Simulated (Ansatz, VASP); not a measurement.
# Cross-check of Al12P28SO87 (glassy 30Al2O3-70P2O5 (mol %)) between VASP and Ansatz

One calculation is typed for both programs; each brings its own data sets. How far apart do they land? Of the first pair: The structure shown is the start of the Ansatz relaxation below; VASP solves that cell, so the two are compared at the walk's first step.

Program: Ansatz 0.2.0. Level of theory: plane waves, with VASP 6.6.1 beside it; single point at PBE. Results are calculated unless marked as measured.

## (1) The starting structure

The cell holds 128 atoms: 12 Al, 28 P, 87 O and 1 S. Cell: a = 11.925 Å, b = 11.925 Å, c = 11.925 Å, α = 90.0°, β = 90.0°, γ = 90.0°. It derives from Al3P7O22 (glassy 30Al2O3-70P2O5 (mol %)). As first built, before any earlier steps moved the atoms (in the runner's words): 128 atoms (12 Al, 28 P, 88 O) placed at random at 2.49 g/cm^3, melted at 4000 K for 10 ps at fixed volume with the Morse and Coulomb pair potential with partial charges (Pedone, Malavasi, Menziani, Cormack and Segre, J. Phys. Chem. B 110, 11780 (2006)). Quenched from 4000 K to 300 K at 100 K/ps and fixed volume, held 10 ps at zero pressure. Nearest the centre at fractional (0.131, 0.462, 0.926): S128 at 0.00 Å, Al3 at 1.69 Å, Al9 at 1.69 Å, O98 at 2.82 Å, O54 at 2.88 Å, O62 at 2.89 Å, O67 at 2.91 Å, O63 at 3.05 Å.

## (2) Ansatz: relaxation, PBE

Ansatz runs on its default PAW (the set named soft_2) files.

The two programs are compared at the cell with which this relaxation starts, whose forces are those of its first step.

Contents of input.yaml:

```yaml
crystal:
  lattice:
    - [11.92456, 0.0, 0.0]
    - [0.0, 11.92456, 0.0]
    - [0.0, 0.0, 11.92456]
  atoms:
    - { symbol: Al, position: [0.4087, 0.02997, 0.03613] }
    - { symbol: Al, position: [0.50114, 0.1647, 0.31889] }
    - { symbol: Al, position: [0.02283, 0.37182, 0.91221], spin: 0.6 }
[... 3 atom lines left out ...]
    - { symbol: Al, position: [0.1145, 0.53005, 0.54507] }
    - { symbol: Al, position: [0.9099, 0.7211, 0.01135] }
    - { symbol: Al, position: [0.26917, 0.49442, 0.91436], spin: 0.6 }
    - { symbol: Al, position: [0.27091, 0.12812, 0.77837] }
[... 5 atom lines left out ...]
    - { symbol: P, position: [0.14822, 0.80672, 0.02184] }
    - { symbol: P, position: [0.94673, 0.17981, 0.07564] }
[... 2 atom lines left out ...]
    - { symbol: P, position: [0.26721, 0.25918, 0.2229] }
[... 4 atom lines left out ...]
    - { symbol: P, position: [0.98298, 0.33853, 0.65885] }
    - { symbol: P, position: [0.32616, 0.25928, 0.97354] }
[... 1 atom line left out ...]
    - { symbol: P, position: [0.79561, 0.50516, 0.88652] }
[... 3 atom lines left out ...]
    - { symbol: P, position: [0.43581, 0.6398, 0.0724] }
[... 1 atom line left out ...]
    - { symbol: P, position: [0.09252, 0.42225, 0.29575] }
[... 1 atom line left out ...]
    - { symbol: P, position: [0.34025, 0.55066, 0.67802] }
[... 10 atom lines left out ...]
    - { symbol: O, position: [0.19235, 0.15013, 0.6581] }
[... 4 atom lines left out ...]
    - { symbol: O, position: [0.87748, 0.11039, 0.98217] }
[... 1 atom line left out ...]
    - { symbol: O, position: [0.02693, 0.30564, 0.77409] }
[... 5 atom lines left out ...]
    - { symbol: O, position: [0.42015, 0.17475, 0.99206] }
[... 1 atom line left out ...]
    - { symbol: O, position: [0.35535, 0.37026, 0.91714] }
    - { symbol: O, position: [0.34071, 0.57674, 0.01836] }
[... 3 atom lines left out ...]
    - { symbol: O, position: [0.01956, 0.2626, 0.01182] }
[... 3 atom lines left out ...]
    - { symbol: O, position: [0.18821, 0.16257, 0.24097] }
[... 3 atom lines left out ...]
    - { symbol: O, position: [0.00846, 0.46094, 0.62863] }
[... 5 atom lines left out ...]
    - { symbol: O, position: [0.83863, 0.61577, 0.93377] }
[... 2 atom lines left out ...]
    - { symbol: O, position: [0.85777, 0.30694, 0.64338] }
    - { symbol: O, position: [0.45175, 0.49889, 0.68168] }
    - { symbol: O, position: [0.24985, 0.50268, 0.59919] }
[... 1 atom line left out ...]
    - { symbol: O, position: [0.26983, 0.29118, 0.09124] }
    - { symbol: O, position: [0.87961, 0.41322, 0.91535] }
[... 2 atom lines left out ...]
    - { symbol: O, position: [0.77815, 0.50979, 0.7576] }
    - { symbol: O, position: [0.09335, 0.67531, 0.56797] }
[... 1 atom line left out ...]
    - { symbol: O, position: [0.06451, 0.71337, 0.00307] }
[... 1 atom line left out ...]
    - { symbol: O, position: [0.04712, 0.26784, 0.56539] }
    - { symbol: O, position: [0.28575, 0.57897, 0.79147] }
[... 9 atom lines left out ...]
    - { symbol: O, position: [0.01899, 0.31619, 0.31914] }
    - { symbol: O, position: [0.86284, 0.23683, 0.15533] }
[... 1 atom line left out ...]
    - { symbol: O, position: [0.39678, 0.67203, 0.19752] }
[... 1 atom line left out ...]
    - { symbol: O, position: [0.221, 0.37005, 0.27531] }
[... 1 atom line left out ...]
    - { symbol: O, position: [0.23381, 0.20212, 0.90018] }
    - { symbol: O, position: [0.88241, 0.7175, 0.15792] }
[... 4 atom lines left out ...]
    - { symbol: S, position: [0.13137, 0.46192, 0.92636], spin: 0.6 }
[... 2 atom lines left out ...]
    - { symbol: O, position: [0.10152, 0.91881, 0.051] }
    - { symbol: O, position: [0.05864, 0.49112, 0.19898] }
    - { symbol: O, position: [0.12855, 0.81855, 0.71479] }
[... 1 atom line left out ...]
    - { symbol: O, position: [0.94707, 0.97018, 0.4393] }
magnetization:
  spin_polarized: true
kpoints:
  mp_grid: { grid: [1, 1, 1] }
hamiltonian:
  xc: pbe
scf:
  occupations: { method: fermi_dirac, width: 0.025 }
  lower_state_search: "off"
output:
  forces: true
  eigenvalues: true
relax:
  f_tol: 0.05
  max_steps: 90
```

The run is started by

```sh
$ ansatz run input.yaml --threads 4 --pin off --max-ram 8192MiB --backend cpu --events-out ev --progress --plain --runs-dir out
```

Numbers of over 12 decimals in the logs are rounded to 6 here.

The program printed:

```text
Engine: ansatz 0.2.0, aarch64-unknown-linux-gnu
Pseudopotentials: kind: paw
Pseudopotential: Al, paw, valence charge 3, recommended cutoff 420 eV (normal), Al.paw.azcp
Pseudopotential: P, paw, valence charge 5, recommended cutoff 420 eV (normal), P.paw.azcp
Pseudopotential: O, paw, valence charge 6, recommended cutoff 420 eV (normal), O.paw.azcp
Pseudopotential: S, paw, valence charge 6, recommended cutoff 420 eV (normal), S.paw.azcp
Functional definition: PBE
  parameter kappa = 0.804
  parameter beta = 0.066725
  exchange = pbe_x(kappa = kappa, mu = beta*pi^2/3)
  correlation = pbe_c(beta = beta)
Crystal: 128 atoms, lattice volume = 1695.614 Å³
Basis set: ecut = 420 eV, 33131 PW (Γ), exchange–correlation on 160×160×160 points (8 copies of the dense FFT grid, shifted against one another)
Bands: 481, of which v1, the nominal top of the filled ones, is band 352 counted from 1 (351 counted from 0)
Symmetry: 1 space group operations
Space group: P1 (ITA 1), of the structure as read, at distance tolerance 1.2e-4 Å
Magnetic group: BNS 1.1 (UNI 1), of the structure as read, at distance tolerance 1.2e-4 Å
k-points: 1
Non-local potential: Al, projectors of the file, l = 0: 2, l = 1: 2, l = 2: 1
Non-local potential: P, projectors of the file, l = 0: 2, l = 1: 2, l = 2: 2
Non-local potential: O, projectors of the file, l = 0: 2, l = 1: 2, l = 2: 1
Non-local potential: S, projectors of the file, l = 0: 2, l = 1: 2, l = 2: 2
PAW form: soft (Blöchl's): semilocal exchange-correlation on the pseudo side does not see the compensation charge
PAW one-centre angular grid: Al, 110 points (default); XC on 64 Gauss nodes
PAW one-centre angular grid: P, 110 points (default); XC on 64 Gauss nodes
PAW one-centre angular grid: O, 110 points (default); XC on 64 Gauss nodes
PAW one-centre angular grid: S, 110 points (default); XC on 64 Gauss nodes
Initial density: superposition of atomic densities (chi_scale 0.1, normalization cell, long waves kept (reshape's long-wave potential 0.56 eV rms))
Starting moments: Σ|m| = 1.8 μB on 3 of 128 sites
Initial wavefunctions: pseudopotential atomic-orbital guess
Functional: x = pbe(κ = 0.804, μ = 0.219515), c = pbe(β = 0.066725)
SCF iter   1: F=—  HF=-78010.980725 eV  |F-HF|=—  |Δ(HF+E_count)|=         —  Δρ=6.31e-2 (↑6.24e-2 ↓6.31e-2)  dr2=2.53e2  dr2_m=1.65e-1  M=0.000 μB ∫|m|=0.181 μB  β_m=0.30  ethr=3.10e-3  ⟨swp⟩=8.0  Hψ=4707  notcnv=0  defer=99
preconditioner: auto → Resta (q_TF=auto, 2.356 Å⁻¹)  ε∞=2.9  [insulator: Δε(μ)=4.452 eV  Ē_g=17.300 eV  σ=0.025 eV  W_gap=1.00  n_scr=388 (ndim 8)  ℏωp=23.9 eV  f_vac=0.089  D(μ)=0.00/eV (n_scr^D=0)  ε∞_Penn≈2.9]
spin=Collinear: Resta preconditioning applied to the charge; magnetization (m = ρ↑ − ρ↓) channel mixes plain (no charge-response kernel on spin).
SCF iter   2: F=—  HF=-77950.920573 eV  |F-HF|=—  |Δ(HF+E_count)|=    6.01e1  Δρ=2.96e-2 (↑2.90e-2 ↓2.96e-2)  dr2=5.68e1  dr2_m=7.89e-2  M=0.000 μB ∫|m|=0.149 μB  β_m=0.30  ethr=3.10e-3  ⟨swp⟩=3.5  Hψ=1792  notcnv=0  defer=250
SCF iter   3: F=—  HF=-77937.666439 eV  |F-HF|=—  |Δ(HF+E_count)|=    1.33e1  Δρ=1.58e-2 (↑1.54e-2 ↓1.58e-2)  dr2=8.91e0  dr2_m=3.86e-2  M=0.000 μB ∫|m|=0.130 μB  β_m=0.30  ethr=3.10e-3  ⟨swp⟩=5.0  Hψ=2563  notcnv=0  defer=245
SCF iter   4: F=—  HF=-77936.280183 eV  |F-HF|=—  |Δ(HF+E_count)|=    1.39e0  Δρ=3.28e-3 (↑3.28e-3 ↓3.02e-3)  dr2=5.29e-1  dr2_m=1.91e-2  M=0.000 μB ∫|m|=0.105 μB  β_m=0.30  ethr=1.27e-3  ⟨swp⟩=5.0  Hψ=1826  notcnv=0  defer=249
SCF iter   5: F=—  HF=-77936.304925 eV  |F-HF|=—  |Δ(HF+E_count)|=   2.47e-2  Δρ=2.01e-3 (↑2.01e-3 ↓1.73e-3)  dr2=1.82e-1  dr2_m=9.56e-3  M=0.000 μB ∫|m|=0.143 μB  β_m=0.30  ethr=7.52e-5  ⟨swp⟩=5.0  Hψ=1287  notcnv=0  defer=248
SCF iter   6: F=—  HF=-77936.346489 eV  |F-HF|=—  |Δ(HF+E_count)|=   4.16e-2  Δρ=1.11e-3 (↑1.11e-3 ↓9.98e-4)  dr2=4.61e-2  dr2_m=4.91e-3  M=0.000 μB ∫|m|=0.062 μB  β_m=0.30  ethr=2.59e-5  ⟨swp⟩=2.5  Hψ=1254  notcnv=0  defer=248
Mixer restart at iter 6: flushing history
spin-set hold released at iteration 6 (site moments contracting): the magnetisation degrees of freedom join the quasi-Newton model from the next iteration; the mixer history was flushed
SCF iter   7: F=—  HF=-77936.356915 eV  |F-HF|=—  |Δ(HF+E_count)|=   1.04e-2  Δρ=7.63e-4 (↑7.63e-4 ↓6.86e-4)  dr2=2.37e-2  dr2_m=2.49e-3  M=0.000 μB ∫|m|=0.048 μB  β_m=0.61  ethr=6.55e-6  ⟨swp⟩=2.0  Hψ=1062  notcnv=0  defer=248
SCF iter   8: F=—  HF=-77936.374803 eV  |F-HF|=—  |Δ(HF+E_count)|=   1.79e-2  Δρ=3.09e-4 (↑3.09e-4 ↓2.93e-4)  dr2=5.80e-3  dr2_m=9.06e-5  M=0.000 μB ∫|m|=0.016 μB  β_m=0.58  ethr=3.37e-6  ⟨swp⟩=2.5  Hψ=1249  notcnv=0  defer=248
SCF iter   9: F=—  HF=-77936.376104 eV  |F-HF|=—  |Δ(HF+E_count)|=   1.30e-3  Δρ=8.05e-5 (↑8.05e-5 ↓7.39e-5)  dr2=4.83e-4  dr2_m=2.19e-5  M=0.000 μB ∫|m|=0.005 μB  β_m=0.66  ethr=8.24e-7  ⟨swp⟩=2.5  Hψ=1307  notcnv=0  defer=248
[...]
- { symbol: P, position: [0.625922, 0.461782, 0.064101] }
    - { symbol: P, position: [0.492894, 0.142199, 0.654203] }
    - { symbol: P, position: [0.645818, 0.067859, 0.133434] }
    - { symbol: P, position: [0.979887, 0.334824, 0.656778] }
    - { symbol: P, position: [0.327043, 0.258576, 0.973520] }
    - { symbol: P, position: [0.695334, 0.855111, 0.398928] }
    - { symbol: P, position: [0.789823, 0.502007, 0.885349] }
    - { symbol: P, position: [0.092905, 0.975663, 0.422014] }
    - { symbol: P, position: [0.652417, 0.761787, 0.630858] }
    - { symbol: P, position: [0.848825, 0.051989, 0.457532] }
    - { symbol: P, position: [0.445372, 0.643974, 0.079740] }
    - { symbol: P, position: [0.495824, 0.521584, 0.367800] }
    - { symbol: P, position: [0.091450, 0.424492, 0.300095] }
    - { symbol: P, position: [0.157876, 0.194641, 0.542106] }
    - { symbol: P, position: [0.349428, 0.551751, 0.674916] }
    - { symbol: P, position: [0.290532, 0.746165, 0.236642] }
    - { symbol: P, position: [0.761108, 0.114254, 0.918650] }
    - { symbol: P, position: [0.401959, 0.801531, 0.608398] }
    - { symbol: P, position: [0.052640, 0.790424, 0.595897] }
    - { symbol: O, position: [0.530441, 0.821640, 0.620402] }
    - { symbol: O, position: [0.774325, 0.790979, 0.318082] }
    - { symbol: O, position: [0.666851, 0.488902, 0.931605] }
    - { symbol: O, position: [0.248004, 0.997387, 0.424730] }
    - { symbol: O, position: [0.742788, 0.980058, 0.416628] }
    - { symbol: O, position: [0.936870, 0.817876, 0.624167] }
    - { symbol: O, position: [0.193132, 0.152361, 0.657789] }
    - { symbol: O, position: [0.434038, 0.936855, 0.921803] }
    - { symbol: O, position: [0.452865, 0.766680, 0.033994] }
    - { symbol: O, position: [0.469178, 0.047627, 0.577766] }
    - { symbol: O, position: [0.241356, 0.249083, 0.471159] }
    - { symbol: O, position: [0.875710, 0.103719, 0.984256] }
    - { symbol: O, position: [0.536346, 0.00396158, 0.109641] }
    - { symbol: O, position: [0.020013, 0.295741, 0.771980] }
    - { symbol: O, position: [0.578060, 0.854219, 0.365297] }
    - { symbol: O, position: [0.456923, 0.266248, 0.602666] }
    - { symbol: O, position: [0.826311, 0.083678, 0.581013] }
    - { symbol: O, position: [0.098152, 0.959617, 0.295856] }
    - { symbol: O, position: [0.334133, 0.871054, 0.701726] }
    - { symbol: O, position: [0.421732, 0.175430, 0.993662] }
    - { symbol: O, position: [0.741142, 0.0073209, 0.852578] }
    - { symbol: O, position: [0.357061, 0.367265, 0.912743] }
    - { symbol: O, position: [0.357608, 0.575168, 0.021468] }
    - { symbol: O, position: [0.416859, 0.141550, 0.760106] }
[...]
- { symbol: O, position: [0.624474, 0.837237, 0.946320] }
    - { symbol: S, position: [0.106953, 0.505704, 0.931890] }
    - { symbol: O, position: [0.225097, 0.805784, 0.899422] }
    - { symbol: O, position: [0.468265, 0.474170, 0.257423] }
    - { symbol: O, position: [0.110588, 0.929755, 0.046212] }
    - { symbol: O, position: [0.053762, 0.497895, 0.208489] }
    - { symbol: O, position: [0.129689, 0.817828, 0.713706] }
    - { symbol: O, position: [0.242905, 0.777111, 0.112236] }
    - { symbol: O, position: [0.947762, 0.968129, 0.437270] }
```

The column dr2 measures how far the density is from self-consistency, as an energy; F and HF (Harris–Foulkes) agree once it is small.

## (3) VASP: single point, PBE, start cell, pair 1

The same cell, functional, mesh and smearing now go to VASP, with its own data sets.

Lines of VASP's logs that name or quote its potential files are left out, and so is its time.

Contents of INCAR:

```
SYSTEM = Al12P28SO87
PREC = Accurate
ENCUT = 520
EDIFF = 1E-06
NELM = 200
ISMEAR = -1
SIGMA = 0.025
LREAL = Auto
ALGO = Normal
GGA = PE
NBANDS = 448
ISPIN = 2
MAGMOM = -0 -0 -0 0 -0 -0 -0 -0 0 -0 -0 -0 -0 -0 -0 -0 -0 0 0 -0 0 -0 -0 -0 0 -0 -0 -0 -0 -0 0 -0 -0 0 0 -0 0 0 -0 0 0 0 0 0 -0 -0 0 -0 -0 0 -0 0 -0 -0 0 -0 -0 -0 0 0 -0 0 0 -0 -0 -0 0 -0 -0 0 -0 0 0 -0 -0 0 -0 0 -0 0 0 0 0 0 0 -0 0 0 0 0 -0 0 -0 -0 -0 -0 0 -0 -0 0 -0 0 0 0 0 -0 -0 0 0 0 0 0 0 -0 0 0 0 0 0 -0 -0 0 -0 -0 0 0 -0 -0
LORBIT = 11
LWAVE = .FALSE.
LCHARG = .FALSE.
ISIF = 2
LASPH = .TRUE.
GGA_COMPAT = .FALSE.
NCORE = 4
```

Contents of POSCAR:

```
Al12P28SO87
1.0
   11.9245600000      0.0000000000      0.0000000000
    0.0000000000     11.9245600000      0.0000000000
    0.0000000000      0.0000000000     11.9245600000
Al P O S
12 28 87 1
Direct
    0.4087027110      0.0299717558      0.0361271192
    0.5011421805      0.1647020938      0.3188880764
    0.0228268381      0.3718208471      0.9122097587
[... 3 atom lines left out ...]
    0.1145031766      0.5300489075      0.5450683296
    0.9099035939      0.7210999819      0.0113463306
    0.2691671642      0.4944165655      0.9143565884
    0.2709114634      0.1281221278      0.7783683423
[... 5 atom lines left out ...]
    0.1482234984      0.8067215897      0.0218372837
    0.9467267555      0.1798137625      0.0756422040
[... 2 atom lines left out ...]
    0.2672132137      0.2591793743      0.2229013062
[... 4 atom lines left out ...]
    0.9829796655      0.3385282140      0.6588503056
    0.3261587849      0.2592800070      0.9735369691
[... 1 atom line left out ...]
    0.7956100686      0.5051591002      0.8865232763
[... 3 atom lines left out ...]
    0.4358064365      0.6397971917      0.0723968012
[... 1 atom line left out ...]
    0.0925233300      0.4222461877      0.2957509543
[... 1 atom line left out ...]
    0.3402473550      0.5506618274      0.6780208242
[... 10 atom lines left out ...]
    0.1923509127      0.1501271326      0.6581039468
[... 4 atom lines left out ...]
    0.8774831105      0.1103940103      0.9821662183
[... 1 atom line left out ...]
    0.0269276183      0.3056381116      0.7740914549
[... 5 atom lines left out ...]
    0.4201496743      0.1747485861      0.9920617616
[... 1 atom line left out ...]
    0.3553506377      0.3702610411      0.9171407582
    0.3407085880      0.5767424542      0.0183570715
[... 3 atom lines left out ...]
    0.0195562771      0.2626008842      0.0118159496
[... 3 atom lines left out ...]
    0.1882082022      0.1625720362      0.2409732518
[... 3 atom lines left out ...]
    0.0084615281      0.4609394393      0.6286269682
[... 5 atom lines left out ...]
    0.8386305239      0.6157711480      0.9337703026
[... 2 atom lines left out ...]
    0.8577674983      0.3069379499      0.6433780366
    0.4517483245      0.4988863321      0.6816771436
    0.2498540827      0.5026768283      0.5991919199
[... 1 atom line left out ...]
    0.2698296625      0.2911805551      0.0912402638
    0.8796131681      0.4132227940      0.9153461428
[... 2 atom lines left out ...]
    0.7781503049      0.5097882018      0.7575960874
    0.0933535493      0.6753121289      0.5679706421
[... 1 atom line left out ...]
    0.0645139108      0.7133680404      0.0030692956
[... 1 atom line left out ...]
    0.0471212355      0.2678421678      0.5653877376
    0.2857463923      0.5789731445      0.7914673581
[... 9 atom lines left out ...]
    0.0189860255      0.3161877671      0.3191396580
    0.8628410608      0.2368305413      0.1553264858
[... 1 atom line left out ...]
    0.3967777427      0.6720331819      0.1975167218
[... 1 atom line left out ...]
    0.2209976720      0.3700513897      0.2753141416
[... 1 atom line left out ...]
    0.2338115620      0.2021206652      0.9001757717
    0.8824141100      0.7175023649      0.1579177764
[... 4 atom lines left out ...]
    0.2252074710      0.8059584588      0.9001422275
[... 2 atom lines left out ...]
    0.0586436732      0.4911208464      0.1989758951
    0.1285498165      0.8185459254      0.7147936695
    0.2389438269      0.7717433599      0.1130523894
[... 1 atom line left out ...]
    0.1313675305      0.4619206076      0.9263570312
```

Contents of KPOINTS:

```
Automatic mesh
0
Gamma
1 1 1
0 0 0
```

Potentials, in the order of the species: Al, P, O and S (PBE family, release 64).

The run is started by

```sh
$ mpirun -np 16 vasp_gam
```

The program printed:

```text
[banner, memory and clock lines left out]
running   16 mpi-ranks, on    1 nodes
[...]
LDA part: xc-table for (Slater+PW92), standard interpolation
 POSCAR, INCAR and KPOINTS ok, starting setup
[...]
entering main loop
       N       E                     dE             d eps       ncg     rms          rms(c)
DAV:   1     0.661646986959E+04    0.66165E+04   -0.42490E+05  1840   0.155E+03
DAV:   2    -0.482338721102E+03   -0.70988E+04   -0.68727E+04  2200   0.380E+02
DAV:   3    -0.102924101112E+04   -0.54690E+03   -0.54278E+03  2144   0.113E+02
DAV:   4    -0.104079132594E+04   -0.11550E+02   -0.11483E+02  2184   0.174E+01
[...]
DAV:  18    -0.907619073489E+03    0.38709E-04   -0.91445E-05  2320   0.445E-02    0.140E-02
DAV:  19    -0.907619080386E+03   -0.68971E-05   -0.90912E-05  2128   0.169E-02    0.140E-02
DAV:  20    -0.907619080473E+03   -0.87079E-07   -0.29983E-06  1600   0.305E-03
   1 F= -.90761908E+03 E0= -.90761908E+03  d E =-.235411E-10  mag=    -0.0000
```

Parts of OUTCAR (step 3):

```text
  Total       40.2973798     18.9078653    -22.3249519     14.5900906     -4.0978782     12.4066171
  in kB       38.0767876     17.8659450    -21.0947326     13.7861019     -3.8720641     11.7229489
  external PRESSURE =      11.6160000 kB  Pullay stress =       0.0000000 kB

 magnetization (x)
# of ion       s       p       d       tot
------------------------------------------
    1       -0.000  -0.000   0.000  -0.000
    2       -0.000  -0.000   0.000  -0.000
    3        0.000   0.000   0.000   0.000
    4        0.000   0.000   0.000   0.000
    5       -0.000  -0.000   0.000  -0.000
    6       -0.000  -0.000   0.000  -0.000
    7        0.000   0.000   0.000   0.000
    8        0.000  -0.000   0.000   0.000
    9        0.000   0.000   0.000   0.000
   10       -0.000   0.000   0.000  -0.000
   11        0.000  -0.000   0.000   0.000
   12       -0.000  -0.000   0.000  -0.000
   13       -0.000  -0.000   0.000  -0.000
[...]
--------------------------------------------------
tot         -0.000  -0.000   0.000  -0.000

[... 3 further parts left out ...]
[key lines of the parts left out:]
E-fermi :   2.6081
```

The run ends at a pressure of 1.16 GPa, with forces up to 18 eV/Å.

## (4) Comparison

Known differences besides the potentials themselves: the cutoff is 420 eV in Ansatz and 520 eV in VASP (PREC = Accurate, projectors in real space). Total energies have different zeros and are not compared.

Forces on 8 of the 128 atoms, those with the largest forces and the largest differences (eV/Å; atoms numbered as in POSCAR):

| atom | Ansatz x, y, z | VASP x, y, z |
| --- | --- | --- |
| Al3 | -14.108, -11.832, -1.946 | -13.952, -11.737, -1.921 |
| Al9 | 17.821, 4.032, -1.620 | 17.634, 4.017, -1.588 |
| O54 | -0.197, -0.226, -0.307 | -0.235, -0.194, -0.370 |
| O62 | 0.330, -0.200, 0.031 | 0.303, -0.263, 0.070 |
| O66 | 0.015, -0.035, 0.030 | -0.028, 0.064, -0.036 |
| O67 | -0.176, -0.274, 0.133 | -0.262, -0.336, 0.176 |
| O98 | 0.284, 0.195, -0.295 | 0.323, 0.174, -0.361 |
| S128 | -4.060, 8.267, 3.849 | -4.024, 8.194, 3.818 |

The forces differ by 45 meV/Å r.m.s., which is 3.2 % of the r.m.s. force of 1.412 eV/Å (both taken over all components). Moments aren't recorded for both runs of this pair, so they may hold unlike magnetic states.

(Part 1 of 2 ends here.)

[Lines on the potential files, build, host, timing and source positions are cut from VASP's logs without a mark.]

[Logs are printed without paths, hosts, clocks, repeated set-up lines and the standing remarks that a program may print on its own settings, such as how far it seeks lower states.]

[Hosts, paths, dates, database ids (printed as entryN), source tags and the programs' standing remarks are cut or masked in the printed files.]
